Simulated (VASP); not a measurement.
VASP ran on this input.

### INCAR
```
PREC = Accurate
ISIF = 3   ! ions, shape and volume
LWAVE = F
NSW = 40   ! most ionic steps
LMAXMIX = 6   ! l cut-off of mixed one-centre charges
PSTRESS = 200
ENCUT = 500
ISMEAR = 1   ! Methfessel-Paxton
ALGO = Normal
EDIFF = 1E-6
LASPH = T   ! aspherical one-centre terms
EDIFFG = -0.02
SYSTEM = PtAl2
LCHARG = F
LREAL = F   ! projection in real space or not
NELM = 100
SIGMA = 0.1   ! width (eV)
IBRION = 2
```

POSCAR:
```
PtAl2
1
    0.0000000000     2.8712125968     2.8712125968
    2.8712125968     0.0000000000     2.8712125968
    2.8712125968     2.8712125968     0.0000000000
Al Pt
2 1
Direct
  0.2500000000   0.2500000000   0.2500000000
  0.7500000000   0.7500000000   0.7500000000
  0.0000000000   0.0000000000   0.0000000000
```

**KPOINTS**
```
Automatic mesh
0
G
9 9 9
```

POTCAR, in this order: Al Pt (LDA.64 set). Program: vasp_std.

Question: Write an equivalent input for Ansatz.

Answer: One equivalent input (not run):
Ansatz 0.2 input:
```yaml
crystal:
  lattice:
    - [0.0000000, 2.8712126, 2.8712126]
    - [2.8712126, 0.0000000, 2.8712126]
    - [2.8712126, 2.8712126, 0.0000000]
  atoms:
    - { symbol: Al, position: [0.2500000, 0.2500000, 0.2500000] }
    - { symbol: Al, position: [0.7500000, 0.7500000, 0.7500000] }
    - { symbol: Pt, position: [0.0000000, 0.0000000, 0.0000000] }
kpoints:
  mp_grid: { grid: [9, 9, 9] }
hamiltonian:
  xc: lda
  pseudopotentials: { kind: paw }
scf:
  occupations: { method: methfessel_paxton, width: 0.1 }
  max_iter: 100
relax:
  max_steps: 40
  f_tol: 0.02
  cell: { p_target: 20 }
output: { forces: true, stress: true, eigenvalues: true }
```
Limits of the translation: each code has its own PAW files, so the cut-off isn't converted (ENCUT is set for VASP's; basis.ecutwfc is left out, and Ansatz then takes the one that its files recommend); Ansatz stops its SCF on the density residual and VASP on the energy change (EDIFF); Ansatz's lda is the Perdew-Wang form, while the LDA potentials of VASP carry Perdew-Zunger's.

The compound is PtAl2 in the fluorite structure. This run relaxes it under an external pressure of 20 GPa. Symmetry was kept, so distortions that lower it aren't found.
